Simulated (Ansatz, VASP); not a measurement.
## Cross-check of BeAgH3 between VASP and Ansatz

One calculation is typed for both programs; each brings its own data sets. How far apart do they land? The cell is generated by rule, not measured, and may not be a known phase. Of the first pair: The two relaxations start from unlike cells of this crystal (the structure described is Ansatz's start), so only their ends are compared.

Method: plane waves, with VASP 6.6.1 beside it; relaxation of cell and atoms at PBEsol and zone-centre phonons at PBEsol, in Ansatz 0.2.0.

### Step 1. Set-up

The structure is cubic, space group Pm-3m (No. 221). The conventional cell has a = 2.998 Å, b = 2.998 Å, c = 2.998 Å, α = 90.00°, β = 90.00°, γ = 90.00°. Ag has 12 H at 2.12 Å nearest. Be has 6 H at 1.50 Å nearest. H has 2 Be at 1.50 Å and 4 Ag at 2.12 Å and 8 H at 2.12 Å nearest. Farther neighbours are not listed.

As a file:

```xyz
5
Lattice="2.9978 0.0000 0.0000 0.0000 2.9978 0.0000 0.0000 0.0000 2.9978" Properties=species:S:1:pos:R:3 pbc="T T T"
Ag    1.4989    1.4989    1.4989
Be    0.0000    0.0000    0.0000
H     0.0000    0.0000    1.4989
H     1.4989    0.0000    0.0000
H     0.0000    1.4989    0.0000
```

### Step 2. VASP: relaxation of cell and atoms, PBEsol

The relaxed volume is the usual yardstick between codes: in a stiff, nearly cubic crystal its relative difference is about their pressure difference at one cell divided by the bulk modulus.

Lines of VASP's logs that name or quote its potential files are left out, and so is its time.

INCAR reads:

```
SYSTEM = BeAgH3
PREC = Accurate
ENCUT = 600
EDIFF = 1E-07
NELM = 120
ISMEAR = 0
SIGMA = 0.1
LREAL = .FALSE.
ALGO = Normal
GGA = PS
NBANDS = 14
LASPH = .TRUE.
LORBIT = 11
LWAVE = .FALSE.
LCHARG = .FALSE.
ISIF = 3
IBRION = 2
NSW = 80
EDIFFG = -0.005
GGA_COMPAT = .FALSE.
NELMIN = 4
KPAR = 2
```

POSCAR reads:

```
BeAgH3
1.0
    3.3450919315      0.0000000000      0.0000000000
    0.0000000000      3.3450919315      0.0000000000
    0.0000000000      0.0000000000      3.3450919315
Ag Be H
1 1 3
Direct
    0.5000000000      0.5000000000      0.5000000000
    0.0000000000      0.0000000000      0.0000000000
    0.0000000000      0.0000000000      0.5000000000
    0.5000000000      0.0000000000      0.0000000000
    0.0000000000      0.5000000000      0.0000000000
```

KPOINTS reads:

```
Automatic mesh
0
Gamma
6 6 6
0 0 0
```

Potentials, in the order of the species: Ag, Be and H (PBE family, release 64).

Run with:

```console
mpirun -np 2 vasp_std
```

Numbers of over 12 decimals in the logs are rounded to 6 here.

What it wrote:

```text
[banner, memory and clock lines left out]
running    2 mpi-ranks, on    1 nodes
 distrk:  each k-point on    1 cores,    2 groups
 distr:  one band on    1 cores,    1 groups

 POSCAR found type information on POSCAR AgBeH
 POSCAR found :  3 types and       5 ions
|                                                                             |
|               ----> ADVICE to this user running VASP <----                  |
|                                                                             |
|     You enforced a specific xc type in the INCAR file but a different       |
|     [... a line on the potential file left out ...]
|     I HOPE YOU KNOW WHAT YOU ARE DOING!                                     |
|                                                                             |

 LDA part: xc-table for (Slater+PW92), standard interpolation
 POSCAR, INCAR and KPOINTS ok, starting setup
 FFT: planning ... GRIDC
 FFT: planning ... GRID_SOFT
 FFT: planning ... GRID
 WAVECAR not read
 entering main loop
       N       E                     dE             d eps       ncg     rms          rms(c)
DAV:   1     0.603850676518E+02    0.60385E+02   -0.84263E+03   560   0.118E+03
DAV:   2    -0.144167911075E+02   -0.74802E+02   -0.66510E+02   650   0.215E+02
DAV:   3    -0.161570737783E+02   -0.17403E+01   -0.17280E+01   692   0.350E+01
DAV:   4    -0.161631093464E+02   -0.60356E-02   -0.60345E-02   650   0.239E+00
DAV:   5    -0.161631654583E+02   -0.56112E-04   -0.56111E-04   686   0.233E-01    0.775E+00
DAV:   6    -0.150119215177E+02    0.11512E+01   -0.27966E+00   614   0.216E+01    0.728E+00
DAV:   7    -0.148968429184E+02    0.11508E+00   -0.31716E-01   590   0.502E+00    0.360E+00
DAV:   8    -0.148574809982E+02    0.39362E-01   -0.49083E-02   644   0.206E+00    0.560E-01
DAV:   9    -0.148577789717E+02   -0.29797E-03   -0.34866E-03   620   0.603E-01    0.115E-01
DAV:  10    -0.148575229464E+02    0.25603E-03   -0.24138E-04   638   0.197E-01    0.385E-02
DAV:  11    -0.148575238686E+02   -0.92217E-06   -0.35669E-05   644   0.513E-02    0.130E-02
DAV:  12    -0.148575241903E+02   -0.32170E-06   -0.96028E-07   686   0.101E-02    0.171E-03
DAV:  13    -0.148575242032E+02   -0.12869E-07   -0.19577E-07   560   0.336E-03
   1 F= -.14857524E+02 E0= -.14856771E+02  d E =-.148575E+02
 curvature:   0.00 expect dE= 0.000E+00 dE for cont linesearch  0.000E+00
 trial: gam= 0.00000 g(F)=  0.000E+00 g(S)=  0.216E-04 ort = 0.000E+00 (trialstep = 0.100E+01)
 search vector abs. value=  0.216E-04
 bond charge predicted
       N       E                     dE             d eps       ncg     rms          rms(c)
DAV:   1    -0.148576367353E+02   -0.11255E-03   -0.15007E-03   584   0.454E-01    0.664E-02
DAV:   2    -0.148575425515E+02    0.94184E-04   -0.29973E-04   590   0.241E-01    0.293E-02
DAV:   3    -0.148575399827E+02    0.25688E-05   -0.52365E-06   626   0.214E-02    0.183E-02
DAV:   4    -0.148575381196E+02    0.18631E-05   -0.70861E-07   602   0.757E-03    0.113E-03
DAV:   5    -0.148575381052E+02    0.14444E-07   -0.57416E-08   382   0.242E-03
   2 F= -.14857538E+02 E0= -.14856784E+02  d E =-.139020E-04
 trial-energy change:   -0.000014  1 .order   -0.000016   -0.000022   -0.000010
 step:   1.8141(harm=  1.8141)  dis= 0.00000  next Energy=   -14.857544 (dE=-0.196E-04)
 reached required accuracy - stopping structural energy minimisation
```

Parts of OUTCAR (step 2):

```text
ion  position               nearest neighbor table
   1  0.500  0.500  0.500-   2 2.90   2 2.90   2 2.90   2 2.90   2 2.90   2 2.90   2 2.90   2 2.90

  LATTYP: Found a simple cubic cell.
 ALAT       =     3.3450919315

 Subroutine GETGRP returns: Found 48 space group operations
 (whereof 48 operations were pure point group operations)

The static configuration has the point symmetry O_h .

 Found     20 irreducible k-points:

   k-points           NKPTS =     20   k-points in BZ     NKDIM =     20   number of bands    NBANDS=     14

   dimension x,y,z NGX =    28 NGY =   28 NGZ =   28
   dimension x,y,z NGXF=    56 NGYF=   56 NGZF=   56

   ENCUT  =  600.0 eV  44.10 Ry    6.64 a.u.   6.68  6.68  6.68*2*pi/ulx,y,z

   NELECT =      16.0000    total number of electrons

 k-points in reciprocal lattice and weights: Automatic mesh
   0.00000000  0.00000000  0.00000000       0.005
   0.16666667  0.00000000  0.00000000       0.028
   0.33333333  0.00000000  0.00000000       0.028
   0.50000000  0.00000000  0.00000000       0.014
   0.16666667  0.16666667  0.00000000       0.056
   0.33333333  0.16666667  0.00000000       0.111
   0.50000000  0.16666667  0.00000000       0.056
   0.33333333  0.33333333  0.00000000       0.056
   0.50000000  0.33333333  0.00000000       0.056
[...]
0.50000000  0.50000000  0.33333333       0.028
   0.50000000  0.50000000  0.50000000       0.005

 average (electrostatic) potential at core
       1 -73.0704       2 -34.8334       3 -30.3605       4 -30.3605       5 -30.3605

 E-fermi :   6.1588

 k-point     1 :       0.0000    0.0000    0.0000
  band No.  band energies     occupation
    ...
      2       0.0798      2.00000
      3       0.0798      2.00000
      4       1.7804      2.00000
      5       1.7804      2.00000
      6       1.7804      2.00000
      7       6.3313      0.01470
      8       6.3313      0.01470
      9       7.7907      0.00000
     10       7.7907      0.00000
     11       7.7907      0.00000
    ...

 k-point     2 :       0.1667    0.0000    0.0000
  band No.  band energies     occupation
    ...
      4       1.6146      2.00000
      5       1.6146      2.00000
      6       1.7923      2.00000
      7       4.2629      2.00000
      8       6.0624      1.82735
      9       8.2967      0.00000
     10       8.2967      0.00000
     11       9.5360      0.00000
     12      12.9600      0.00000
     13      18.2635      0.00000
    ...

 k-point     3 :       0.3333    0.0000    0.0000
  band No.  band energies     occupation
    ...
      4       1.3214      2.00000
      5       1.3214      2.00000
      6       1.8162      2.00000
      7       2.7831      2.00000
      8       5.4838      2.00000
      9       9.5411      0.00000
     10       9.5411      0.00000
     11      10.4270      0.00000
     12      15.2532      0.00000
     13      15.6344      0.00000
    ...

  Total        0.0122671      0.0122671      0.0122671     -0.0000000      0.0000000     -0.0000000
  in kB        0.5246693      0.5246693      0.5246693     -0.0000000      0.0000000     -0.0000000
  external PRESSURE =       0.5246693 kB  Pullay stress =       0.0000000 kB

  energy-cutoff  :      600.00
  volume of cell :       37.46
      direct lattice vectors                 reciprocal lattice vectors
     3.345974177  0.000000000 -0.000000000     0.298866622  0.000000000 -0.000000000
    -0.000000000  3.345974177 -0.000000000     0.000000000  0.298866622  0.000000000
     0.000000000  0.000000000  3.345974177     0.000000000  0.000000000  0.298866622

 POSITION                                       TOTAL-FORCE (eV/Angst)
 -----------------------------------------------------------------------------------
      1.67299      1.67299      1.67299         0.000000      0.000000      0.000000
      0.00000      0.00000      0.00000        -0.000000      0.000000      0.000000
      0.00000      0.00000      1.67299        -0.000000      0.000000      0.000000
      1.67299      0.00000     -0.00000        -0.000000      0.000000      0.000000
     -0.00000      1.67299     -0.00000        -0.000000      0.000000      0.000000
 -----------------------------------------------------------------------------------
    total drift:                                0.000000      0.000000      0.000000

  FREE ENERGIE OF THE ION-ELECTRON SYSTEM (eV)
  ---------------------------------------------------
  free  energy   TOTEN  =       -14.8575381052 eV

  energy  without entropy=      -14.8560304842  energy(sigma->0) =      -14.85678429

 reached required accuracy - stopping structural energy minimisation

 total charge
# of ion       s       p       d       tot
------------------------------------------
    1        0.223   0.222   9.318   9.763
    2        0.330   0.583   0.000   0.913
    3        0.528   0.011   0.000   0.538
    4        0.528   0.011   0.000   0.538
    5        0.528   0.011   0.000   0.538
--------------------------------------------------
tot          2.136   0.837   9.318  12.291

[... 3 further parts left out ...]
```

CONTCAR:

```
BeAgH3
   1.00000000000000
     3.3459741774759775    0.0000000000000000   -0.0000000000000000
    -0.0000000000000000    3.3459741774759775   -0.0000000000000000
     0.0000000000000000    0.0000000000000000    3.3459741774759775
  Ag              Be              H
     1     1     3
Direct
     0.5000000000000000    0.5000000000000000    0.5000000000000000
     0.0000000000000000    0.0000000000000000    0.0000000000000000
     0.0000000000000000    0.0000000000000000    0.5000000000000000
     0.5000000000000000    0.0000000000000000    0.0000000000000000
     0.0000000000000000    0.5000000000000000    0.0000000000000000
```

### Step 3. Ansatz: relaxation of cell and atoms, PBEsol

Ansatz runs on its default PAW (the set named soft_2) files.

Its own start cell and the same functional, mesh and smearing now go to Ansatz, which takes its cutoff from its data sets.

input.yaml reads:

```yaml
crystal:
  lattice:
    - [2.99781, 0.0, 0.0]
    - [0.0, 2.99781, 0.0]
    - [0.0, 0.0, 2.99781]
  atoms:
    - { symbol: Ag, position: [0.5, 0.5, 0.5] }
    - { symbol: Be, position: [0.0, 0.0, 0.0] }
    - { symbol: H, position: [0.0, 0.0, 0.5] }
    - { symbol: H, position: [0.5, 0.0, 0.0] }
    - { symbol: H, position: [0.0, 0.5, 0.0] }
kpoints:
  mp_grid: { grid: [6, 6, 6] }
hamiltonian:
  xc: pbesol
scf:
  occupations: { method: gaussian, width: 0.1 }
output:
  forces: true
  stress: true
  eigenvalues: true
relax:
  adjacent_minimum: "off"
  f_tol: 0.05
  max_steps: 80
  cell: { stress_tol: 0.5 }
```

Run with:

```console
ansatz run input.yaml --threads 4 --pin off --max-ram 14336MiB --backend cpu --events-out ev --progress --plain --runs-dir out
```

What it wrote:

```text
The last accepted step is kept in <dir> (removed where the run ends without a failure and the disk answers)
Engine: ansatz 0.2.0, x86_64-unknown-linux-gnu
Pseudopotentials: kind: paw
Pseudopotential: Ag, paw, valence charge 19, recommended cutoff 420 eV (normal), Ag.paw.azcp
Pseudopotential: Be, paw, valence charge 2, recommended cutoff 420 eV (normal), Be.paw.azcp
Pseudopotential: H, paw, valence charge 1, recommended cutoff 420 eV (normal), H.paw.azcp
Functional definition: PBEsol
  exchange = pbesol_x
  correlation = pbesol_c
Crystal: 5 atoms, lattice volume = 26.941 Å³
Basis set: ecut = 420 eV, 515 PW (Γ), exchange–correlation on 48×48×48 points (8 copies of the dense FFT grid, shifted against one another)
Bands: 17, of which v1, the nominal top of the filled ones, is band 12 counted from 1 (11 counted from 0)
Symmetry: 48 space group operations
Space group: Pm-3m (ITA 221), of the structure as read, at distance tolerance 3.0e-5 Å
k-points: 20 of 216
Non-local potential: Ag, projectors of the file, l = 0: 3, l = 1: 2, l = 2: 2, l = 3: 1
Non-local potential: Be, projectors of the file, l = 0: 2, l = 1: 2, l = 2: 1
Non-local potential: H, projectors of the file, l = 0: 2, l = 1: 1
PAW form: soft (Blöchl's): semilocal exchange-correlation on the pseudo side does not see the compensation charge
PAW frozen core: Ag, regenerated for the run's functional, and the local potential with it (the file was generated under x = pbe(κ = 0.804, μ = 0.219515), c = pbe(β = 0.066725))
PAW frozen core: Be, regenerated for the run's functional, and the local potential with it (the file was generated under x = pbe(κ = 0.804, μ = 0.219515), c = pbe(β = 0.066725))
PAW one-centre angular grid: Ag, 590 points (default); XC on 64 Gauss nodes
PAW one-centre angular grid: Be, 110 points (default); XC on 64 Gauss nodes
PAW one-centre angular grid: H, 110 points (default); XC on 64 Gauss nodes
Initial density: superposition of atomic densities (neutral atoms: chi_scale 0, normalization atom), corrected by the library's trained network
Initial wavefunctions: pseudopotential atomic-orbital guess
Functional: x = pbesol(κ = 0.804, μ = 0.123457), c = pbesol(β = 0.046)
SCF iter   1: F=—  HF=-7655.739080 eV  |F-HF|=—  |Δ(HF+E_count)|=         —  Δρ=8.16e-3  dr2=7.00e-3  ethr=1.77e-3  ⟨swp⟩=5.0  Hψ=1694  notcnv=0
preconditioner: auto → none  [insulator: Δε(μ)=0.346 eV  Ē_g=12.766 eV  σ=0.100 eV  W_gap=0.73  n_scr=6 (ndim 8)  ℏωp=28.6 eV  f_vac=0.000  D(μ)=0.18/eV (n_scr^D=0)  ε∞_Penn≈6.0]
SCF iter   2: F=—  HF=-7655.737693 eV  |F-HF|=—  |Δ(HF+E_count)|=   1.39e-3  Δρ=3.61e-3  dr2=1.20e-3  ethr=2.92e-5  ⟨swp⟩=1.1  Hψ=501  notcnv=0
SCF iter   3: F=—  HF=-7655.737538 eV  |F-HF|=—  |Δ(HF+E_count)|=   1.55e-4  Δρ=1.01e-3  dr2=2.71e-4  ethr=5.00e-6  ⟨swp⟩=2.6  Hψ=541  notcnv=0
SCF iter   4: F=—  HF=-7655.737458 eV  |F-HF|=—  |Δ(HF+E_count)|=   8.02e-5  Δρ=1.56e-4  dr2=2.30e-6  ethr=1.13e-6  ⟨swp⟩=2.1  Hψ=457  notcnv=0
SCF iter   5: F=—  HF=-7655.737433 eV  |F-HF|=—  |Δ(HF+E_count)|=   2.54e-5  Δρ=2.16e-5  dr2=4.39e-8  ethr=9.57e-9  ⟨swp⟩=2.2  Hψ=569  notcnv=0
SCF iter   6: F=-7655.737433 eV  HF=-7655.737433 eV  |F-HF|=2.64e-11  |Δ(HF+E_count)|=   1.26e-8  Δρ=5.24e-6  dr2=2.14e-9  ethr=1.83e-10  ⟨swp⟩=4.1  Hψ=1237  notcnv=0
SCF 1 converged in 6 iterations: F = -7655.737433 eV  dr2 = 2.14e-9
  greatest PAW one-centre occupation: 1.001 electrons in one spin orbital (limit 2), on the Ag atom at site 0 (counted from 0), in its partial waves of l = 0
relax step   1: F+E_penalty+E_count = -7655.73743290 eV  Δ(F+E_penalty+E_count) = +0.000e0 eV  max|allowed force component| = 8.280e-29 eV/Å  Δτ_max = 0.0000 Å  P = +58.521 GPa  Ω = 26.941 Å³  (6 SCF iters, dr2 threshold 1.00e-7 eV, accepted)
[...]
relax step   5: F+E_penalty+E_count = -7657.15588121 eV  Δ(F+E_penalty+E_count) = -2.581e-3 eV  max|allowed force component| = 2.682e-29 eV/Å  Δτ_max = 0.0000 Å  P = +0.024 GPa  Ω = 37.111 Å³  energy of the carried Pulay correction = -1.658e-2 eV  (4 SCF iters, dr2 threshold 5.00e-7 eV, accepted)
[...]
relax step   6: F+E_penalty+E_count = -7657.18898585 eV  Δ(F+E_penalty+E_count) = -3.310e-2 eV  max|allowed force component| = 4.032e-29 eV/Å  Δτ_max = 0.0000 Å  P = +0.956 GPa  Ω = 37.111 Å³  stress off target by 9.56e-1 GPa  SCF on the basis re-selected at this cell (its energy is not comparable with the rows above)  (6 SCF iters)
[...]
relax step   7: F+E_penalty+E_count = -7657.18977553 eV  Δ(F+E_penalty+E_count) = -7.897e-4 eV  max|allowed force component| = 3.409e-29 eV/Å  Δτ_max = 0.0000 Å  P = +0.103 GPa  Ω = 37.459 Å³  energy of the carried Pulay correction = -3.514e-4 eV  (4 SCF iters, dr2 threshold 5.00e-7 eV, accepted)
[...]
relax step   8: F+E_penalty+E_count = -7657.19014119 eV  Δ(F+E_penalty+E_count) = -3.657e-4 eV  max|allowed force component| = 9.391e-29 eV/Å  Δτ_max = 0.0000 Å  P = +0.099 GPa  Ω = 37.459 Å³  stress off target by 9.91e-2 GPa  SCF on the basis re-selected at this cell (its energy is not comparable with the rows above)  (4 SCF iters)
basis re-selected at this cell: Δ(F+E_penalty+E_count) = -3.657e-4 eV, ΔP = -0.004 GPa vs the last step (what re-selecting the basis moved, of the pressure what is left beyond the Pulay correction that the steps carried, after the strain that the cell walked since its last selection, with what the two solves' SCF thresholds leave and, on support functions, any second-order correction that the steps lacked; it is no m [...]
SCF converged after 4 iterations
Free energy (F): -7657.190141 eV
Harris-Foulkes:  -7657.190141 eV  (|F-HF|=1.87e-9)
Internal energy: -7657.188649 eV  (E = F + TS)
E sigma→0 (E₀):  -7657.189395 eV
Entropy (-TS):   -0.001493 eV (-0.299 meV/atom)
Fermi energy:    10.662681 eV
--- Per-component energies (eV) ---
  E_band       = -343.628272
  E_kinetic    = 587.763096
  E_local      = -3049.809992  (includes V_loc(G=0)·N_el)
  E_nonlocal   = 94.137065
  E_hartree    = 1364.790922
  E_xc         = -227.938248
  E_vxc        = -287.305390  (∫ρ·V_xc dr)
  E_paw        = -3895.654675  (= ΣΔE_a)
  E_vpaw       = -417.991331  (= ΣTr[D̂ρ^β])
  E_aug_tail   = -0.003028  (compensation charges beyond the density's cutoff)
  E_ewald      = -2530.806059
  E_core_change = 0.332270  (= ΣΔE_core)
  E_smearing   = -0.001493  (= −TS)
  E_closure    = -0.000000  (closes the sum)
  Σ components = -7657.190141   (vs F -7657.190141, Δ=0.00e0)
--- Forces (eV/Å), atoms counted from 1 ---
  atom   1  Ag     0.00000000     0.00000000     0.00000000
  atom   2  Be     0.00000000     0.00000000     0.00000000
  atom   3  H      0.00000000    -0.00000000     0.00000000
  atom   4  H      0.00000000     0.00000000    -0.00000000
  atom   5  H      0.00000000    -0.00000000    -0.00000000
  max |Σ_I F_I| component: 1.19e-28 eV/Å
--- Stress (GPa, compression-positive) ---
        0.099140      -0.000000      -0.000000
       -0.000000       0.099140       0.000000
       -0.000000       0.000000       0.099140
  P = ⅓ Tr σ = 0.0991 GPa (0.991 kbar)
--- Band table (eV; the first three rows and the last of 20) ---
  k-point 0: bands = [... 8 lower, 6.2891, 6.2891, 10.8340, 10.8340, 12.2908, 12.2908, 12.2908, 16.3565, ... 1 higher]
  k-point 1: bands = [... 8 lower, 6.1230, 6.3010, 8.7670, 10.5652, 12.7967, 12.7967, 14.0351, 17.4580, ... 1 higher]
  k-point 2: bands = [... 8 lower, 5.8292, 6.3250, 7.2905, 9.9861, 14.0401, 14.0401, 14.9268, 19.7449, ... 1 higher]
  k-point 19: bands = [... 8 lower, 6.7058, 9.0374, 9.0374, 9.0374, 10.4509, 12.2327, 12.2327, 12.2327, ... 1 higher]
--- Relaxed structure (6 steps of the walk, 6 accepted, 2 SCFs on fresh bases) ---
  F+E_penalty+E_count = -7657.19014119 eV   max|allowed force component| = 9.391e-29 eV/Å   (the final SCF, on the basis selected at the relaxed cell)
  cell:  # Å, volume = 37.4585 Å³
    - [3.345931, 0, 0]
    - [0, 3.345931, 0.0]
    - [0, 0.0, 3.345931]
  atoms:
    - { symbol: Ag, position: [0.500000, 0.5, 0.500000] }
    - { symbol: Be, position: [0, 0, 0] }
    - { symbol: H, position: [0, 0, 0.500000] }
    - { symbol: H, position: [0.500000, 0, 0] }
    - { symbol: H, position: [0, 0.5, 0] }
```

### Step 4. Differences

Known differences besides the potentials themselves: the data sets hold 24 valence electrons in Ansatz (on its default PAW (the set named soft_2) files) and 16 in VASP; the cutoff is 420 eV in Ansatz and 600 eV in VASP; Ansatz makes its cores anew for this functional, VASP keeps those of its PBE data sets; Ansatz adds a Pulay correction to the stress that steers its cell, VASP none. Total energies have different zeros and are not compared.

Compared:

```
                                         quantity  Ansatz   VASP  difference
                                      volume (Å³)   37.46  37.46     +0.00 %
edge a after relaxation, in the typed setting (Å)   3.346  3.346     +0.00 %
```

[end of part 1 of 2]

[Lines on the potential files, build, host, timing and source positions are cut from VASP's logs without a mark.]

[Logs are printed without paths, hosts, clocks, repeated set-up lines and the standing remarks that a program may print on its own settings, such as how far it seeks lower states.]

[Hosts, paths, dates, database ids (printed as entryN), source tags and the programs' standing remarks are cut or masked in the printed files.]
